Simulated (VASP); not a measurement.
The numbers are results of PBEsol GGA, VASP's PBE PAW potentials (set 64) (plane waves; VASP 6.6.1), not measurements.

VASP ran on this input.

### KPOINTS
```
Automatic mesh
0
Gamma
10 10 10
0 0 0
```

INCAR:
```
LMAXMIX = 4   ! l cut-off of mixed one-centre charges
LCHARG = .FALSE.
IBRION = 2   ! conjugate gradients
ISPIN = 2   ! spin-polarised
MAGMOM = 4.0 0.0
LWAVE = .FALSE.
LASPH = .TRUE.   ! aspherical one-centre terms
SYSTEM = MnSi
ISMEAR = 1
EDIFF = 1E-6   ! SCF stop (eV)
SIGMA = 0.1
NSW = 60
GGA = PS
EDIFFG = -0.01
ENCUT = 400
LORBIT = 10
NELM = 100   ! most electronic steps
ISIF = 3
PREC = Accurate
LREAL = .FALSE.
ALGO = Normal   ! blocked Davidson
```

**POSCAR**
```
MnSi
1
    0.0000000000     2.8867510000     2.8867510000
    2.8867510000     0.0000000000     2.8867510000
    2.8867510000     2.8867510000     0.0000000000
Mn Si
1 1
Direct
  0.0000000000   0.0000000000   0.0000000000
  0.2500000000   0.2500000000   0.2500000000
```

POTCAR, in this order: Mn_pv Si (PBE.64 set). Program: vasp_std.

Energy and stress use the plane-wave basis of the starting cell. The moments were started parallel, and other spin orders were not tried in this run.

Problem. Estimate the energy per atom (σ→0), cell moment, volume per atom, band gap (on the k-mesh).

Solution. 
| Item | Value |
|---|---|
| energy per atom (σ→0) | -6.899 eV/atom |
| cell moment | 2.41 μB |
| band gap (on the k-mesh) | none (metal, semimetal or under 0.01 eV) |
| volume per atom | 18.81 Å^3/atom |

### OSZICAR
```
...
DAV:   2    -0.139210253212E+02   -0.73479E-01   -0.79134E-01  2656   0.126E+01    0.361E+00
DAV:   3    -0.137980401748E+02    0.12299E+00   -0.26030E-01  2644   0.756E+00    0.245E-01
DAV:   4    -0.137979976519E+02    0.42523E-04   -0.70326E-03  2710   0.558E-01    0.181E-01
DAV:   5    -0.137977918425E+02    0.20581E-03   -0.67527E-04  3076   0.274E-01    0.557E-02
DAV:   6    -0.137977949422E+02   -0.30996E-05   -0.27084E-05  2836   0.481E-02    0.282E-02
DAV:   7    -0.137977971255E+02   -0.21833E-05   -0.11310E-05  3094   0.257E-02    0.102E-02
DAV:   8    -0.137977980702E+02   -0.94473E-06   -0.76393E-07  1672   0.857E-03
   4 F= -.13797798E+02 E0= -.13798242E+02  d E =-.373572E+00  mag=     2.4105
```

The structure was generated: MnSi was put into the zinc blende type (F-43m), which need not be its known phase. This run relaxes it. Symmetry was kept, so distortions that lower it aren't found.
